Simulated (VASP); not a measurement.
# A VASP study of SiC (Moissanite 3C) (r2SCAN): structure first, properties next, part 3 of 6

Aim: relax SiC (Moissanite 3C) with r2SCAN, compute its properties on that cell and hold them against experiment. The start is a cell from a database of measured crystal structures.

VASP 6.6.1, plane waves and PAW; the level of theory is named at each step.

So far, gap on the k-mesh (eV): step 2 (full relaxation (r2SCAN)) 1.88.

### 5. Density of states (r2SCAN)

Level of this step: r2SCAN; plane waves and PAW (Si, C) (VASP).

Here the states are counted by energy and projected on the atoms. The mesh is finer than in the run before.

The input, INCAR:

```
SYSTEM = SiC
PREC = Accurate
ENCUT = 520
EDIFF = 1E-06
NELM = 100
ISMEAR = -5
SIGMA = 0.05
LREAL = .FALSE.
ALGO = Normal
METAGGA = R2SCAN
LASPH = .TRUE.
NBANDS = 16
LORBIT = 11
LWAVE = .FALSE.
LCHARG = .FALSE.
KPAR = 2
NEDOS = 2001
```

The input, POSCAR:

```
SiC
1.0
    0.0000000000      2.1775716673      2.1775716673
    2.1775716673      0.0000000000      2.1775716673
    2.1775716673      2.1775716673      0.0000000000
Si C
1 1
Direct
    0.0000000000      0.0000000000      0.0000000000
    0.2500000000      0.2500000000      0.2500000000
```

The input, KPOINTS:

```
Automatic mesh
0
Gamma
13 13 13
0 0 0
```

PAW data sets: Si and C (PBE family, release 64).

On the command line:

```bash
mpirun -np 2 vasp_std
```

Log:

```text
[... set-up lines as in an earlier step ...]
 entering main loop
       N       E                     dE             d eps       ncg     rms          rms(c)
DAV:   1    -0.210971065190E+01   -0.21097E+01   -0.38936E+03  2792   0.439E+02
DAV:   2    -0.218866088760E+02   -0.19777E+02   -0.19083E+02  3616   0.954E+01
DAV:   3    -0.223274859504E+02   -0.44088E+00   -0.44046E+00  3264   0.106E+01
DAV:   4    -0.223284478291E+02   -0.96188E-03   -0.96186E-03  3512   0.654E-01
DAV:   5    -0.223284506048E+02   -0.27757E-05   -0.27757E-05  3264   0.318E-02    0.921E+00
DAV:   6    -0.192859830609E+02    0.30425E+01   -0.39091E+00  3384   0.729E+00    0.492E+00
DAV:   7    -0.193165525232E+02   -0.30569E-01   -0.45556E-01  3488   0.304E+00    0.256E+00
DAV:   8    -0.193269334931E+02   -0.10381E-01   -0.21577E-02  3056   0.827E-01    0.289E-01
DAV:   9    -0.193269684331E+02   -0.34940E-04   -0.38685E-04  3616   0.109E-01    0.116E-01
DAV:  10    -0.193270769405E+02   -0.10851E-03   -0.11542E-04  3216   0.670E-02    0.914E-03
DAV:  11    -0.193270761817E+02    0.75882E-06   -0.25254E-06  3528   0.724E-03
   1 F= -.19327076E+02 E0= -.19327076E+02  d E =0.000000E+00
```

Wall time 13 s (2 MPI ranks of Intel Xeon 6975P-C (Granite Rapids), shared host); peak memory 0.27 GiB.

Parts of OUTCAR (step 5):

```text
   k-points           NKPTS =     84   k-points in BZ     NKDIM =     84   number of bands    NBANDS=     16

   NELECT =       8.0000    total number of electrons

 E-fermi :   8.0093

 k-point     1 :       0.0000    0.0000    0.0000
  band No.  band energies     occupation
      1      -8.1911      2.00000
      2       8.0041      2.00000
      3       8.0041      2.00000
      4       8.0041      2.00000
      5      14.8626      0.00000
      6      15.8675      0.00000
      7      15.8675      0.00000
      8      15.8675      0.00000
      9      23.2249      0.00000
    ...

  Total        0.0006292      0.0006292      0.0006292      0.0000000      0.0000000      0.0000000
  in kB        0.0488121      0.0488121      0.0488121      0.0000000      0.0000000      0.0000000
  external PRESSURE =       0.0488121 kB  Pullay stress =       0.0000000 kB

  FREE ENERGIE OF THE ION-ELECTRON SYSTEM (eV)
  ---------------------------------------------------
  free  energy   TOTEN  =       -19.3270761817 eV

  energy  without entropy=      -19.3270761817  energy(sigma->0) =      -19.32707618

[... 7 parts as in an earlier step ...]

[... 10 further parts left out ...]
```

This step gave:

| Property | Result |
| --- | --- |
| irreducible k-points | 84 |
| Fermi energy | 8.009 eV |
| pressure | 0.004881 GPa |
| conduction bottom at k | 0.4615, 0.4615, 0 |
| least direct gap at k | 0.4615, 0.4615, 0 |
| gap on the k-mesh | 1.797 eV |
| least direct gap on the k-mesh | 5.101 eV |

The density of states has structure finer than the step of the table below, so its rows give means over 1 eV, whole bins alone (the curve runs from -12.0 to 9.78 eV). Peaks (eV: height): total -7.3: 1.52, -3.3: 1.14, 6.2: 1.28, 8.2: 2.28; C p -7.3: 0.277, -1.2: 0.397, 8.2: 0.186, 9.5: 0.162; Si p -3.3: 0.213, 6.2: 0.103, 8.2: 0.426, 9.5: 0.255; Si s -7.3: 0.419, 6.2: 0.202, 8.2: 0.196; C s -11.2: 0.357, -7.3: 0.0562, 6.2: 0.104, 8.2: 0.173.

States under -12.0 eV and over 9.8 eV are left out. Table of density of states by energy, zero at the valence-band top; means over each step; values in states/eV/cell:

```
energy (eV)   total      C p     Si p     Si s      C s
        -11   0.335  0.00168   0.0369   0.0124    0.142
        -10       0        0        0        0        0
         -9  0.0246  0.00412  0.00283  0.00403   6.0e-4
         -8   0.474   0.0836   0.0400    0.103   0.0151
         -7   0.762    0.138   0.0542    0.175   0.0422
         -6   0.328   0.0643   0.0355   0.0405   0.0296
         -5   0.658    0.154    0.101   0.0402   0.0248
         -4   0.773    0.205    0.131   0.0360   0.0201
         -3    1.07    0.326    0.193   0.0258   0.0148
         -2    1.03    0.359    0.172   0.0138  0.00892
         -1   0.753    0.301    0.105  0.00487  0.00404
          0   0.130   0.0578   0.0118   3.3e-4   4.2e-4
          1       0        0        0        0        0
          2  0.0339   9.0e-4  0.00349   2.2e-4  0.00258
          3   0.146  0.00756   0.0147  0.00285  0.00911
          4   0.286   0.0214   0.0277   0.0102   0.0133
          5   0.562   0.0594   0.0475   0.0309   0.0157
          6   0.816   0.0698   0.0747   0.0904   0.0352
          7   0.504   0.0370   0.0649   0.0630   0.0343
          8    1.32    0.112    0.224    0.115   0.0865
          9    1.02    0.112    0.216   0.0516   0.0362
```

The gap on this mesh is 1.80 eV, over the 1.72 eV of the band run, since this mesh misses a band edge. In the top eV of the valence band the largest shares in the PAW spheres are C p 42 % and Si p 11 %. The rest lies in smaller channels or between the spheres.

### 6. Zone-centre phonons (r2SCAN)

Zone-centre modes test whether the atoms sit at a minimum within this cell. IBRION = 6 takes the force constants from differences of forces between displaced cells, so the forces must be tight.

The input, INCAR:

```
SYSTEM = SiC
PREC = Accurate
ENCUT = 520
EDIFF = 1E-08
NELM = 100
ISMEAR = 0
SIGMA = 0.05
LREAL = .FALSE.
ALGO = Normal
METAGGA = R2SCAN
LASPH = .TRUE.
NBANDS = 10
LORBIT = 11
LWAVE = .FALSE.
LCHARG = .FALSE.
KPAR = 2
IBRION = 6
NFREE = 2
POTIM = 0.015
ISIF = 2
NSW = 1
```

POSCAR is that of step 5.

The input, KPOINTS:

```
Automatic mesh
0
Gamma
9 9 9
0 0 0
```

On the command line:

```bash
mpirun -np 2 vasp_std
```

Log:

```text
[... set-up lines as in an earlier step ...]
 entering main loop
       N       E                     dE             d eps       ncg     rms          rms(c)
DAV:   1    -0.143767001490E+01   -0.14377E+01   -0.41530E+03   716   0.694E+02
[... 4 cycles as in an earlier step ...]
DAV:   6    -0.192880171020E+02    0.30404E+01   -0.52157E+00   770   0.117E+01    0.510E+00
[... 4 cycles as in an earlier step ...]
DAV:  11    -0.193267331423E+02    0.80281E-06   -0.70620E-07   882   0.675E-03    0.459E-03
DAV:  12    -0.193267333397E+02   -0.19734E-06   -0.13457E-07   744   0.362E-03    0.234E-04
DAV:  13    -0.193267333349E+02    0.48133E-08   -0.21408E-09   474   0.357E-04
   1 F= -.19326733E+02 E0= -.19326733E+02  d E =-.575831E-16
 Found     2 degrees of freedom:
 Finite differences POTIM= 0.01500 DOF=   2
 bond charge predicted
       N       E                     dE             d eps       ncg     rms          rms(c)
DAV:   1    -0.193241459224E+02    0.25874E-02   -0.52725E-02  2510   0.158E+00    0.822E-02
DAV:   2    -0.193244717595E+02   -0.32584E-03   -0.13991E-03  2822   0.304E-01    0.626E-02
DAV:   3    -0.193245168188E+02   -0.45059E-04   -0.96620E-05  2820   0.794E-02    0.791E-03
DAV:   4    -0.193245160977E+02    0.72111E-06   -0.62484E-06  2768   0.203E-02    0.431E-03
DAV:   5    -0.193245166558E+02   -0.55806E-06   -0.11656E-06  2794   0.852E-03    0.751E-04
DAV:   6    -0.193245167145E+02   -0.58737E-07   -0.10571E-07  2968   0.262E-03    0.680E-04
DAV:   7    -0.193245167035E+02    0.11049E-07   -0.44727E-09  1380   0.548E-04    0.109E-04
DAV:   8    -0.193245167017E+02    0.17565E-08   -0.26471E-10  1316   0.147E-04
   2 F= -.19324517E+02 E0= -.19324517E+02  d E =-.183364E-10
[...]
3 F= -.19324517E+02 E0= -.19324517E+02  d E =-.183352E-10
[...]
4 F= -.19324516E+02 E0= -.19324516E+02  d E =-.183560E-10
 Finite differences progress:
  Degree of freedom:   2/  2
  Displacement:        1/  2
  Total:               3/  4
 bond charge predicted
       N       E                     dE             d eps       ncg     rms          rms(c)
DAV:   1    -0.193257064909E+02   -0.11904E-02   -0.14160E+00  2510   0.853E+00    0.337E-01
DAV:   2    -0.193251203082E+02    0.58618E-03   -0.11147E-02  2922   0.875E-01    0.150E-01
DAV:   3    -0.193244792423E+02    0.64107E-03   -0.26965E-03  2728   0.361E-01    0.296E-02
DAV:   4    -0.193245105686E+02   -0.31326E-04   -0.16131E-04  2780   0.102E-01    0.204E-02
DAV:   5    -0.193245159429E+02   -0.53743E-05   -0.69901E-06  2790   0.241E-02    0.200E-03
DAV:   6    -0.193245160710E+02   -0.12809E-06   -0.51752E-07  2856   0.590E-03    0.106E-03
DAV:   7    -0.193245160622E+02    0.87950E-08   -0.35563E-08  2856   0.149E-03
   5 F= -.19324516E+02 E0= -.19324516E+02  d E =-.183654E-10
 Finite differences progress:
  Degree of freedom:   2/  2
  Displacement:        2/  2
  Total:               4/  4
```

It took 42 s on 2 MPI ranks; peak memory 0.32 GiB.

OUTCAR, selected parts (step 6):

```text
   NELECT =       8.0000    total number of electrons

 E-fermi :   8.2699

 k-point     1 :       0.0000    0.0000    0.0000
  band No.  band energies     occupation
      1      -8.1910      2.00000
      2       7.9283      2.00000
      3       8.0050      2.00000
      4       8.0791      2.00000
      5      14.8621      0.00000
      6      15.8366      0.00000
      7      15.8676      0.00000
      8      15.9004      0.00000
      9      23.2244      0.00000
    ...

  Total        0.0002261      0.0056148      0.0056148      0.0000000      0.1142937      0.0000000
  in kB        0.0175424      0.4356101      0.4356101      0.0000000      8.8671800      0.0000000
  external PRESSURE =       0.2962542 kB  Pullay stress =       0.0000000 kB

 POSITION                                       TOTAL-FORCE (eV/Angst)
 -----------------------------------------------------------------------------------
      0.00000      0.00000      0.00000        -0.295711     -0.000000     -0.000000
      1.07379      1.08879      1.08879         0.295711      0.000000      0.000000
 -----------------------------------------------------------------------------------
    total drift:                                0.000128     -0.000001     -0.000001

  FREE ENERGIE OF THE ION-ELECTRON SYSTEM (eV)
  ---------------------------------------------------
  free  energy   TOTEN  =       -19.3245160622 eV

  energy  without entropy=      -19.3245160621  energy(sigma->0) =      -19.32451606

 Eigenvectors and eigenvalues of the dynamical matrix
 ----------------------------------------------------

   1 f  =   23.930650 THz   150.360708 2PiTHz  798.240561 cm-1    98.969172 meV
             X         Y         Z           dx          dy          dz
      0.000000  0.000000  0.000000    -0.547289    0.000000    0.000000
      1.088786  1.088786  1.088786     0.836944    0.000000    0.000000

   2 f  =   23.930650 THz   150.360708 2PiTHz  798.240561 cm-1    98.969172 meV
             X         Y         Z           dx          dy          dz
      0.000000  0.000000  0.000000     0.000000   -0.547289    0.000000
      1.088786  1.088786  1.088786     0.000000    0.836944    0.000000

   3 f  =   23.930650 THz   150.360708 2PiTHz  798.240561 cm-1    98.969172 meV
             X         Y         Z           dx          dy          dz
      0.000000  0.000000  0.000000     0.000000    0.000000   -0.547289
      1.088786  1.088786  1.088786     0.000000    0.000000    0.836944

   4 f/i=    0.000804 THz     0.005052 2PiTHz    0.026821 cm-1     0.003325 meV
             X         Y         Z           dx          dy          dz
      0.000000  0.000000  0.000000    -0.836944    0.000000    0.000000
      1.088786  1.088786  1.088786    -0.547289    0.000000    0.000000

   5 f/i=    0.000804 THz     0.005052 2PiTHz    0.026821 cm-1     0.003325 meV
             X         Y         Z           dx          dy          dz
      0.000000  0.000000  0.000000     0.000000    0.836944    0.000000
      1.088786  1.088786  1.088786     0.000000    0.547289    0.000000

   6 f/i=    0.000804 THz     0.005052 2PiTHz    0.026821 cm-1     0.003325 meV
             X         Y         Z           dx          dy          dz
      0.000000  0.000000  0.000000     0.000000    0.000000    0.836944
      1.088786  1.088786  1.088786     0.000000    0.000000    0.547289

 ELASTIC MODULI CONTR FROM IONIC RELAXATION (kBar)
 Direction    XX          YY          ZZ          XY          YZ          ZX
 --------------------------------------------------------------------------------
 XX          -0.0000     -0.0000     -0.0000     -0.0000     -0.0000      0.0000
 YY          -0.0000     -0.0000     -0.0000     -0.0000     -0.0000     -0.0000
 ZZ          -0.0000     -0.0000     -0.0000     -0.0000     -0.0000      0.0000
 XY          -0.0000     -0.0000     -0.0000   -228.4709      0.0000      0.0000
 YZ          -0.0000     -0.0000     -0.0000      0.0000   -228.4709      0.0000
 ZX           0.0000     -0.0000      0.0000      0.0000      0.0000   -228.4709
 --------------------------------------------------------------------------------

[... 9 parts as in an earlier step ...]

[... 8 further parts left out ...]
```

The last energy, forces, stress and levels in OUTCAR belong to the last displaced cell, not to the cell of POSCAR.

This step gave:

* bands: 10
* irreducible k-points: 35
* pressure of the cell: 0.003205 GPa
* largest force of the cell: 0 eV/Å

Transverse limit, no LO-TO splitting. Modes at Γ, with each element's share of the kinetic energy:

```
mode  frequency (cm⁻¹)  symmetry  Si %  C %
   1               0.0  acoustic    70   30
   2               0.0  acoustic    70   30
   3               0.0  acoustic    70   30
   4             798.2        T2    30   70
   5             798.2        T2    30   70
   6             798.2        T2    30   70
```

Displacements in mode 5 (798.2 cm⁻¹), the largest set to 1:
```
Si1  0.00 -0.43  0.00
C2   0.00  1.00  0.00
```

The three acoustic modes come out at zero, and all others are real. By the characters of their eigenvectors the optical modes sort into (cm⁻¹) Raman active: T2 798; infrared active: T2 798.

### 7. Volume scan with r2SCAN

An equation of state needs energies on both sides of the minimum, all on one mesh and cutoff.

INCAR, as its differences from that of step 6:

```diff
@@ -3,3 +3,3 @@
 ENCUT = 520
-EDIFF = 1E-08
+EDIFF = 1E-06
 NELM = 100
@@ -16,6 +16,2 @@
 KPAR = 2
-IBRION = 6
-NFREE = 2
-POTIM = 0.015
 ISIF = 2
-NSW = 1
```

The input, POSCAR:

```
SiC
1.0
    0.0000000000      2.1331189560      2.1331189560
    2.1331189560      0.0000000000      2.1331189560
    2.1331189560      2.1331189560      0.0000000000
Si C
1 1
Direct
    0.0000000000      0.0000000000      0.0000000000
    0.2500000000      0.2500000000      0.2500000000
```

KPOINTS is that of step 6.

On the command line:

```bash
mpirun -np 2 vasp_std
```

Log:

```text
[... set-up lines as in an earlier step ...]
 entering main loop
       N       E                     dE             d eps       ncg     rms          rms(c)
DAV:   1    -0.299622729142E+01   -0.29962E+01   -0.43719E+03   756   0.713E+02
DAV:   2    -0.218474479424E+02   -0.18851E+02   -0.17950E+02   942   0.114E+02
DAV:   3    -0.223874968552E+02   -0.54005E+00   -0.53897E+00   822   0.161E+01
DAV:   4    -0.223896427554E+02   -0.21459E-02   -0.21457E-02   810   0.124E+00
DAV:   5    -0.223896513867E+02   -0.86313E-05   -0.86312E-05   808   0.750E-02    0.992E+00
DAV:   6    -0.192432614345E+02    0.31464E+01   -0.53016E+00   754   0.121E+01    0.557E+00
DAV:   7    -0.192570689497E+02   -0.13808E-01   -0.60068E-01   896   0.486E+00    0.262E+00
DAV:   8    -0.192676235297E+02   -0.10555E-01   -0.20732E-02   714   0.123E+00    0.230E-01
DAV:   9    -0.192679804192E+02   -0.35689E-03   -0.36979E-04   890   0.186E-01    0.156E-01
DAV:  10    -0.192680512074E+02   -0.70788E-04   -0.66217E-05   722   0.839E-02    0.124E-02
DAV:  11    -0.192680513127E+02   -0.10525E-06   -0.94620E-07   832   0.670E-03
   1 F= -.19268051E+02 E0= -.19268051E+02  d E =-.108624E-17
```

It took 5 s on 2 MPI ranks; peak memory 0.25 GiB; 9 s of CPU time.

OUTCAR, selected parts (step 7):

```text
   ENCUT  =  520.0 eV  38.22 Ry    6.18 a.u.   5.61  5.61  5.61*2*pi/ulx,y,z

   NELECT =       8.0000    total number of electrons

 E-fermi :   8.9949

 k-point     1 :       0.0000    0.0000    0.0000
  band No.  band energies     occupation
      1      -7.9857      2.00000
      2       8.7108      2.00000
      3       8.7108      2.00000
      4       8.7108      2.00000
      5      16.3538      0.00000
      6      17.0517      0.00000
      7      17.0517      0.00000
      8      17.0517      0.00000
      9      24.3215      0.00000
    ...

  Total        1.9178991      1.9178991      1.9178991      0.0000000      0.0000000      0.0000000
  in kB      158.2927847    158.2927847    158.2927847      0.0000000      0.0000000      0.0000000
  external PRESSURE =     158.2927847 kB  Pullay stress =       0.0000000 kB

 POSITION                                       TOTAL-FORCE (eV/Angst)
 -----------------------------------------------------------------------------------
      0.00000      0.00000      0.00000        -0.000000     -0.000000      0.000000
      1.06656      1.06656      1.06656         0.000000      0.000000     -0.000000
 -----------------------------------------------------------------------------------
    total drift:                               -0.000001     -0.000001     -0.000001

  FREE ENERGIE OF THE ION-ELECTRON SYSTEM (eV)
  ---------------------------------------------------
  free  energy   TOTEN  =       -19.2680513127 eV

  energy  without entropy=      -19.2680513127  energy(sigma->0) =      -19.26805131

[... 4 parts as in an earlier step ...]

[... 12 further parts left out ...]
```

The scan keeps the cell's shape and the fractional positions fixed.

This step gave:

```
free energy (TOTEN)            : -19.27 eV
Fermi energy                   : 8.995 eV
pressure                       : 15.83 GPa
conduction bottom at k         : 0.4444, 0.4444, 0
least direct gap at k          : 0.4444, 0.4444, 0
gap on the k-mesh              : 1.845 eV
least direct gap on the k-mesh : 5.230 eV
```

The pressure here is 15.83 GPa.

(Continued in part 4 of 6.)

[Lines on the potential files, build, host, timing and source positions are cut from VASP's logs without a mark.]

[Logs are printed without paths, hosts, clocks, repeated set-up lines and the standing remarks that a program may print on its own settings, such as how far it seeks lower states.]

[Hosts, paths, dates, database ids (printed as entryN), source tags and the programs' standing remarks are cut or masked in the printed files.]

[A measured line is paired with the nearest computed mode of its activity, which favours agreement.]
